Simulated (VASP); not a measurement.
Crystal: Sn.

```xyz
2
Lattice="0.0000 3.2333 3.2333 3.2333 0.0000 3.2333 3.2333 3.2333 0.0000" Properties=species:S:1:pos:R:3 pbc="T T T"
Sn    0.0000    0.0000    0.0000
Sn    1.6167    1.6167    1.6167
```

The cell was built by a generator and needn't be a form met in nature.

| Property | Result |
| --- | --- |
| Program | VASP 6.6.1 |
| Task | relaxation of cell and atoms |
| Functional | PBEsol |
| Potentials or basis | VASP PAW PBE potentials, release 64 (Sn_d) |
| Cutoff | 600 eV |
| k mesh | 10 × 10 × 10 |
| Occupations | gaussian, width 0.03 eV |
| Spin | no spin polarisation |

At the start: pressure 1.5 GPa; volume 33.80 Å³/atom.

Question: Where does the relaxation end?

Answer: Over 3 steps the energy falls by 4.9 meV/atom and the volume is 34.92 Å³/atom (+3.3 %); space group Fd-3m (No. 227, to 0.05 Å).

Step by step:
| step | energy change (eV) | largest force (eV/Å) | pressure (GPa) | volume (Å³) |
| --- | --- | --- | --- | --- |
| 1 | 0.0000 | 0.0000 | 1.47 | 67.61 |
| 2 | -0.0086 | 0.0000 | -0.46 | 70.69 |
| 3 | -0.0099 | 0.0000 | 0.00 | 69.84 |

Final structure:
```
Sn
1.0
     0.00000    3.26858    3.26858
     3.26858    0.00000    3.26858
     3.26858    3.26858    0.00000
Sn
2
Direct
  0.00000 0.00000 0.00000
  0.25000 0.25000 0.25000
```

Caveat: the PAW data sets were made with another functional, which shifts forces and pressure a little.
